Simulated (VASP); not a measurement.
Input:

```
CaO
1.0
    0.00000     2.44826     2.44826
    2.44826     0.00000     2.44826
    2.44826     2.44826     0.00000
Ca O
1 1
Cartesian
  0.00000   0.00000   0.00000
  2.44826   2.44826   2.44826
```

Calculation: RPBE GGA, VASP's PBE PAW potentials (set 64) (plane waves; VASP 6.6.1). Numerical set-up: 520 eV cut-off, Gaussian smearing of 0.050 eV, potentials Ca_sv O.

Q: Estimate the band gap (along the path) with the smallest direct gap where there is one.

A: 
band gap (along the path): 3.75 eV
smallest direct gap (along the path): 4.13 eV

The compound is CaO in the rock salt structure. It was relaxed first, which changed the volume by +5 %.
